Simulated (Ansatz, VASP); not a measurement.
## Cross-check of HfO2 between VASP and Ansatz

Wanted: the spread between two codes on one cell, functional and k mesh. The cell is taken from a series of runs on this material, whose earlier steps may have relaxed, scaled, displaced or heated it; both programs get it as it stands.

Program: Ansatz 0.2.0. Level of theory: plane waves, with VASP 6.6.1 beside it; LDA. Results are calculated unless marked as measured.

### 1. Starting point

It takes space group P4_2/nmc (No. 137, tetragonal). Conventional cell: a = 3.556 Å, b = 3.556 Å, c = 5.152 Å, α = 90.00°, β = 90.00°, γ = 90.00°. Nearest to O lie 4 Hf at 2.05 to 2.36 Å. Hf has 8 O at 2.05 to 2.36 Å nearest. Farther neighbours and most contacts between anions are not listed.

Structure file:

```xyz
6
Lattice="3.5556 0.0000 0.0000 0.0000 3.5556 0.0000 0.0000 0.0000 5.1524" Properties=species:S:1:pos:R:3 pbc="T T T"
O     0.0000    1.7778    3.6031
O     1.7778    0.0000    4.1256
O     1.7778    0.0000    1.5493
O     0.0000    1.7778    1.0269
Hf    1.7778    1.7778    2.5762
Hf    0.0000    0.0000    0.0000
```

### 2. VASP: zone-centre phonons, LDA

Second derivatives magnify differences that forces hide, and they need a tight electronic threshold.

Lines of VASP's logs that name or quote its potential files are left out, and so is its time.

The input, INCAR:

```
SYSTEM = HfO2
PREC = Accurate
ENCUT = 600
EDIFF = 1E-08
NELM = 120
ISMEAR = 0
SIGMA = 0.01
LREAL = .FALSE.
ALGO = Normal
GGA = CA
NBANDS = 28
LASPH = .TRUE.
LORBIT = 11
LWAVE = .FALSE.
LCHARG = .FALSE.
ISIF = 2
IBRION = 8
LEPSILON = .TRUE.
GGA_COMPAT = .FALSE.
EFERMI = MIDGAP
KPAR = 2
```

The input, POSCAR:

```
HfO2
1.0
    3.5556156141      0.0000000000      0.0000000000
    0.0000000000      3.5556156141      0.0000000000
    0.0000000000      0.0000000000      5.1524470214
O Hf
4 2
Direct
    0.0000000000      0.5000000000      0.6992990305
    0.5000000000      0.0000000000      0.8007009695
    0.5000000000      0.0000000000      0.3007009695
    0.0000000000      0.5000000000      0.1992990305
    0.5000000000      0.5000000000      0.5000000000
    0.0000000000      0.0000000000      0.0000000000
```

The input, KPOINTS:

```
Automatic mesh
0
Gamma
8 8 6
0 0 0
```

PAW data sets: O and Hf_pv (LDA family, release 64).

Command:

```console
$ mpirun -np 2 vasp_std
```

Numbers of over 12 decimals in the logs are rounded to 6 here.

The log of the run:

```text
[banner, memory and clock lines left out]
running    2 mpi-ranks, on    1 nodes
 distrk:  each k-point on    1 cores,    2 groups
 distr:  one band on    1 cores,    1 groups

 POSCAR found type information on POSCAR O Hf
 POSCAR found :  2 types and       6 ions
 LDA part: xc-table for (Slater(with rela. corr.)+CA(PZ))
 , standard interpolation
 POSCAR, INCAR and KPOINTS ok, starting setup
 FFT: planning ... GRIDC
 FFT: planning ... GRID_SOFT
 FFT: planning ... GRID
 WAVECAR not read
 entering main loop
       N       E                     dE             d eps       ncg     rms          rms(c)
DAV:   1     0.270400369536E+03    0.27040E+03   -0.27528E+04  3360   0.176E+03
DAV:   2    -0.624735416750E+02   -0.33287E+03   -0.32379E+03  4252   0.403E+02
DAV:   3    -0.769220336019E+02   -0.14448E+02   -0.14401E+02  3984   0.769E+01
DAV:   4    -0.770667320534E+02   -0.14470E+00   -0.14459E+00  4464   0.853E+00
DAV:   5    -0.770678651841E+02   -0.11331E-02   -0.11330E-02  4244   0.713E-01    0.773E+01
DAV:   6    -0.666117094475E+02    0.10456E+02   -0.57917E+01  3828   0.415E+01    0.646E+01
DAV:   7    -0.663043522131E+02    0.30736E+00   -0.25917E+00  4020   0.111E+01    0.365E+01
DAV:   8    -0.662423934778E+02    0.61959E-01   -0.22284E-01  4112   0.363E+00    0.624E+00
DAV:   9    -0.662264693562E+02    0.15924E-01   -0.60282E-02  3764   0.171E+00    0.267E+00
DAV:  10    -0.662252831370E+02    0.11862E-02   -0.56400E-03  4232   0.478E-01    0.128E-01
DAV:  11    -0.662253107048E+02   -0.27568E-04   -0.33146E-04  4188   0.119E-01    0.371E-02
DAV:  12    -0.662253134751E+02   -0.27704E-05   -0.12198E-05  3968   0.213E-02    0.504E-02
DAV:  13    -0.662253132273E+02    0.24780E-06   -0.12681E-06  4180   0.705E-03    0.880E-03
DAV:  14    -0.662253132269E+02    0.38972E-09   -0.83694E-08  4276   0.165E-03
   1 F= -.66225313E+02 E0= -.66225313E+02  d E =0.000000E+00
 Linear response reoptimize wavefunctions to high precision
DAV:   1    -0.662253132293E+02   -0.23288E-08   -0.67617E-09  3184   0.565E-04
DAV:   2    -0.662253132293E+02   -0.76852E-10   -0.41216E-10  2292   0.136E-04
 Linear response G [H, r] |phi>, progress :
  Direction:   1
       N       E                     dE             d eps       ncg     rms
RMM:   1    -0.184481053270E+03   -0.18448E+03    0.13819E+03  4897   0.230E+02
RMM:   2    -0.179034523645E+03    0.54465E+01   -0.66428E+01  5379   0.398E+01
RMM:   3    -0.179729977129E+03   -0.69545E+00   -0.51545E+00  6363   0.688E+00
RMM:   4    -0.179739900371E+03   -0.99232E-02   -0.29956E-01  6854   0.149E+00
RMM:   5    -0.179738856182E+03    0.10442E-02   -0.17592E-02  6611   0.349E-01
RMM:   6    -0.179738949483E+03   -0.93301E-04   -0.17111E-03  6878   0.925E-02
RMM:   7    -0.179738958139E+03   -0.86559E-05   -0.64137E-04  6817   0.327E-02
RMM:   8    -0.179738953105E+03    0.50339E-05   -0.37874E-05  6702   0.184E-02
RMM:   9    -0.179738956457E+03   -0.33522E-05   -0.75498E-04  6280   0.156E-02
RMM:  10    -0.179738955063E+03    0.13945E-05   -0.30477E-04  6259   0.149E-02
RMM:  11    -0.179738962585E+03   -0.75221E-05   -0.19985E-04  6057   0.148E-02
RMM:  12    -0.179738955791E+03    0.67934E-05   -0.25721E-04  5766   0.147E-02
 Linear response G [H, r] |phi>, progress :
  Direction:   2
       N       E                     dE             d eps       ncg     rms
RMM:   1    -0.181566208650E+03   -0.18157E+03    0.16021E+03  4913   0.236E+02
RMM:   2    -0.174821311672E+03    0.67449E+01   -0.80484E+01  5391   0.423E+01
RMM:   3    -0.175637776515E+03   -0.81646E+00   -0.59552E+00  6418   0.774E+00
RMM:   4    -0.175661787887E+03   -0.24011E-01   -0.34389E-01  6810   0.166E+00
RMM:   5    -0.175660593693E+03    0.11942E-02   -0.22714E-02  6625   0.407E-01
RMM:   6    -0.175660756517E+03   -0.16282E-03   -0.22547E-03  6862   0.109E-01
RMM:   7    -0.175660753884E+03    0.26333E-05   -0.25933E-04  6844   0.404E-02
RMM:   8    -0.175660746869E+03    0.70146E-05    0.26526E-04  6661   0.245E-02
RMM:   9    -0.175660747258E+03   -0.38839E-06   -0.60990E-04  6421   0.215E-02
RMM:  10    -0.175660761401E+03   -0.14144E-04    0.11011E-04  6265   0.208E-02
RMM:  11    -0.175660756666E+03    0.47354E-05   -0.29177E-04  6078   0.205E-02
RMM:  12    -0.175660751439E+03    0.52268E-05    0.44035E-04  5787   0.204E-02
 Linear response G [H, r] |phi>, progress :
  Direction:   3
       N       E                     dE             d eps       ncg     rms
RMM:   1    -0.182937528166E+03   -0.18294E+03    0.13042E+03  5229   0.222E+02
RMM:   2    -0.177903484890E+03    0.50340E+01   -0.58281E+01  5438   0.375E+01
RMM:   3    -0.178690155152E+03   -0.78667E+00   -0.41274E+00  6329   0.650E+00
RMM:   4    -0.178720576884E+03   -0.30422E-01   -0.27353E-01  6580   0.143E+00
RMM:   5    -0.178721312484E+03   -0.73560E-03   -0.22589E-02  6499   0.350E-01
RMM:   6    -0.178721501727E+03   -0.18924E-03   -0.37900E-03  6598   0.973E-02
RMM:   7    -0.178721538148E+03   -0.36420E-04   -0.26490E-03  6607   0.373E-02
[...]
Born effective charge ion    1 direction 3 :   0.000   0.000  -2.408
 Linear response progress:
  Degree of freedom:   4/  5
       N       E                     dE             d eps       ncg     rms          rms(c)
RMM:   1    -0.233882615643E+00   -0.23388E+00    0.24379E+00  8862   0.851E+00
RMM:   2    -0.226426498744E+00    0.74561E-02   -0.38331E-02 10976   0.105E+00    0.999E-01
RMM:   3    -0.225928452072E+00    0.49805E-03   -0.13219E-03 12605   0.159E-01    0.592E-01
RMM:   4    -0.225213047978E+00    0.71540E-03   -0.29225E-04 14880   0.778E-02    0.161E-01
RMM:   5    -0.225052450457E+00    0.16060E-03   -0.39726E-05 15591   0.205E-02    0.275E-02
RMM:   6    -0.225082455686E+00   -0.30005E-04   -0.42484E-06 14173   0.107E-02    0.229E-02
RMM:   7    -0.225083190473E+00   -0.73479E-06   -0.82417E-06 15882   0.297E-03    0.158E-02
RMM:   8    -0.225081496881E+00    0.16936E-05   -0.70623E-06 15134   0.151E-03    0.114E-03
RMM:   9    -0.225081499930E+00   -0.30486E-08   -0.69811E-06 15096   0.827E-04    0.434E-04
RMM:  10    -0.225081613773E+00   -0.11384E-06   -0.31165E-06 16494   0.565E-04    0.300E-04
RMM:  11    -0.225081595254E+00    0.18519E-07   -0.22812E-06 15862   0.494E-04    0.123E-04
RMM:  12    -0.225081585634E+00    0.96206E-08   -0.74689E-07 16146   0.459E-04    0.377E-05
RMM:  13    -0.225081603644E+00   -0.18010E-07   -0.89201E-07 16241   0.441E-04    0.122E-05
RMM:  14    -0.225081580371E+00    0.23273E-07    0.26436E-07 15976   0.433E-04    0.213E-06
[...]
RMM:  19    -0.225081596705E+00   -0.58402E-08    0.23032E-07 14632   0.425E-04    0.228E-06
RMM:  20    -0.225081591939E+00    0.47660E-08    0.54642E-07 14351   0.424E-04    0.844E-07
RMM:  21    -0.225081594027E+00   -0.20883E-08    0.13024E-07 14070   0.424E-04    0.192E-06
RMM:  22    -0.225081596713E+00   -0.26863E-08    0.95426E-07 14128   0.424E-04    0.136E-06
RMM:  23    -0.225081598559E+00   -0.18460E-08    0.35672E-07 14073   0.424E-04    0.214E-06
RMM:  24    -0.225081596123E+00    0.24360E-08    0.71250E-07 14064   0.424E-04    0.188E-06
RMM:  25    -0.225081590641E+00    0.54819E-08    0.24600E-07 14131   0.424E-04    0.180E-06
RMM:  26    -0.225081601457E+00   -0.10816E-07    0.66179E-07 14124   0.424E-04    0.187E-06
 first order change of Fermi-energy  -0.33083E-04
 force on displaced ion       5 direction 1 :  -9.993   0.000  -0.000
 Born effective charge ion    5 direction 1 :   5.528   0.000  -0.000
 Linear response progress:
  Degree of freedom:   5/  5
       N       E                     dE             d eps       ncg     rms          rms(c)
RMM:   1    -0.256216411247E+00   -0.25622E+00    0.23146E+00  7154   0.836E+00
RMM:   2    -0.246702818527E+00    0.95136E-02   -0.40219E-02  8452   0.111E+00    0.846E-01
RMM:   3    -0.245776051370E+00    0.92677E-03   -0.28814E-03 10130   0.207E-01    0.543E-01
RMM:   4    -0.244843052980E+00    0.93300E-03   -0.90946E-04  9913   0.163E-01    0.180E-01
RMM:   5    -0.244683889592E+00    0.15916E-03   -0.21046E-04 12081   0.514E-02    0.401E-02
RMM:   6    -0.244736007770E+00   -0.52118E-04   -0.21068E-05 10331   0.197E-02    0.279E-02
RMM:   7    -0.244753023166E+00   -0.17015E-04   -0.56121E-06 11643   0.647E-03    0.245E-02
RMM:   8    -0.244757824700E+00   -0.48015E-05   -0.17583E-05 10864   0.400E-03    0.340E-03
RMM:   9    -0.244762192007E+00   -0.43673E-05   -0.16245E-05 10555   0.279E-03    0.701E-04
RMM:  10    -0.244762551595E+00   -0.35959E-06   -0.84720E-06 11432   0.101E-03    0.304E-04
RMM:  11    -0.244762403629E+00    0.14797E-06   -0.51889E-06 11915   0.584E-04    0.310E-04
RMM:  12    -0.244763126171E+00   -0.72254E-06   -0.10840E-05 11139   0.512E-04    0.101E-04
RMM:  13    -0.244763159656E+00   -0.33485E-07   -0.12938E-05 12446   0.453E-04    0.441E-05
RMM:  14    -0.244763011579E+00    0.14808E-06   -0.95540E-06 13213   0.440E-04    0.801E-06
[...]
RMM:  66    -0.244762442738E+00    0.19520E-08   -0.43926E-06 10611   0.430E-04    0.393E-07
RMM:  67    -0.244762442303E+00    0.43420E-09   -0.54244E-06 10619   0.430E-04    0.519E-07
RMM:  68    -0.244762440034E+00    0.22691E-08   -0.45343E-06 10612   0.430E-04    0.382E-07
RMM:  69    -0.244762438593E+00    0.14413E-08   -0.54399E-06 10611   0.430E-04    0.492E-07
RMM:  70    -0.244762440745E+00   -0.21522E-08   -0.44550E-06 10619   0.430E-04    0.399E-07
RMM:  71    -0.244762438904E+00    0.18406E-08   -0.52793E-06 10616   0.430E-04    0.478E-07
RMM:  72    -0.244762439593E+00   -0.68877E-09   -0.44998E-06 10611   0.430E-04    0.382E-07
RMM:  73    -0.244762443209E+00   -0.36160E-08   -0.53971E-06 10621   0.430E-04    0.423E-07
 first order change of Fermi-energy  -0.12324E+01
 force on displaced ion       5 direction 3 :   0.000   0.000 -24.702
 Born effective charge ion    5 direction 3 :   0.000   0.000   4.815
 Born effective charges drift removed
 Linear response finished
```

(Continued in part 2 of 3.)

[Lines on the potential files, build, host, timing and source positions are cut from VASP's logs without a mark.]

[Logs are printed without paths, hosts, clocks, repeated set-up lines and the standing remarks that a program may print on its own settings, such as how far it seeks lower states.]

[Hosts, paths, dates, database ids (printed as entryN), source tags and the programs' standing remarks are cut or masked in the printed files.]
